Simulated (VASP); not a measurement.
Method: optB86b-vdW, VASP's PBE PAW potentials (set 64) (plane waves; VASP).

VASP ran on this input.

INCAR:
```
SYSTEM = PbF2
PREC = Accurate
ENCUT = 520
EDIFF = 1E-7
NELM = 100
ALGO = Normal
LREAL = .FALSE.
LASPH = .TRUE.
ISMEAR = 0
SIGMA = 0.05
GGA = MK
PARAM1 = 0.1234
PARAM2 = 1.0
LUSE_VDW = .TRUE.
AGGAC = 0.0
LMAXMIX = 4
LWAVE = .FALSE.
LCHARG = .FALSE.
ISIF = 2
```

**POSCAR**
```
PbF2
1
    0.0000000000     2.9046365525     2.9046365525
    2.9046365525     0.0000000000     2.9046365525
    2.9046365525     2.9046365525     0.0000000000
Pb F
1 2
Direct
  0.0000000000   0.0000000000   0.0000000000
  0.2500000000   0.2500000000   0.2500000000
  0.7500000000   0.7500000000   0.7500000000
```

### KPOINTS
```
Automatic mesh
0
Gamma
7 7 7
0 0 0
```

POTCAR, in this order: Pb_d F (PBE.64 set). Program: vasp_std.

Output

File OSZICAR:
```
       N       E                     dE             d eps       ncg     rms          rms(c)
DAV:   1     0.316992044660E+03    0.31699E+03   -0.15283E+04   720   0.181E+03
DAV:   2     0.203845154257E+02   -0.29661E+03   -0.28842E+03   802   0.475E+02
DAV:   3    -0.826552885145E+01   -0.28650E+02   -0.28287E+02   834   0.161E+02
DAV:   4    -0.914913307033E+01   -0.88360E+00   -0.88256E+00   776   0.289E+01
DAV:   5    -0.917530060870E+01   -0.26168E-01   -0.26167E-01   840   0.518E+00    0.776E+00
DAV:   6    -0.739289067760E+01    0.17824E+01   -0.94088E+00   958   0.270E+01    0.252E+00
DAV:   7    -0.738890595694E+01    0.39847E-02   -0.38770E-01   728   0.449E+00    0.147E+00
DAV:   8    -0.738345489786E+01    0.54511E-02   -0.91258E-02   728   0.398E+00    0.471E-01
DAV:   9    -0.738074875947E+01    0.27061E-02   -0.15369E-02   912   0.112E+00    0.969E-02
DAV:  10    -0.738139388297E+01   -0.64512E-03   -0.86558E-04   724   0.238E-01    0.248E-02
DAV:  11    -0.738139953306E+01   -0.56501E-05   -0.31788E-05   754   0.609E-02    0.827E-03
DAV:  12    -0.738140179554E+01   -0.22625E-05   -0.12113E-05   732   0.465E-02    0.382E-03
DAV:  13    -0.738140157078E+01    0.22476E-06   -0.76043E-07   772   0.129E-02    0.161E-03
DAV:  14    -0.738140152857E+01    0.42213E-07   -0.32864E-07   562   0.743E-03
   1 F= -.73814015E+01 E0= -.73814015E+01  d E =-.153933E-11
```

**OUTCAR**
```
------------------------ aborting loop because EDIFF is reached ----------------------------------------
  FORCE on cell =-STRESS in cart. coord.  units (eV):
  Direction    XX          YY          ZZ          XY          YZ          ZX
  --------------------------------------------------------------------------------------
  Total        1.6477505      1.6477505      1.6477505      0.0000000      0.0000000      0.0000000
  in kB       53.8637557     53.8637557     53.8637557      0.0000000      0.0000000      0.0000000
  external PRESSURE =      53.8637557 kB  Pullay stress =       0.0000000 kB
  volume of cell :       49.01
      direct lattice vectors                 reciprocal lattice vectors
     0.000000000  2.904636552  2.904636552    -0.172138576  0.172138576  0.172138576
     2.904636552  0.000000000  2.904636552     0.172138576 -0.172138576  0.172138576
     2.904636552  2.904636552  0.000000000     0.172138576  0.172138576 -0.172138576
 POSITION                                       TOTAL-FORCE (eV/Angst)
 -----------------------------------------------------------------------------------
      0.00000      0.00000      0.00000        -0.000000      0.000000     -0.000000
      1.45232      1.45232      1.45232         0.000000     -0.000000     -0.000000
      4.35695      4.35695      4.35695         0.000000     -0.000000      0.000000
 -----------------------------------------------------------------------------------
    total drift:                                0.000000     -0.000000      0.000000
  FREE ENERGIE OF THE ION-ELECTRON SYSTEM (eV)
  ---------------------------------------------------
  free  energy   TOTEN  =        -7.3814015286 eV

  energy  without entropy=       -7.3814015286  energy(sigma->0) =       -7.38140153
```
(Selected blocks of OUTCAR.)

The compound is PbF2 in the fluorite structure, the β form. This cell is one point of a volume scan, at 0.94 of the reference volume.
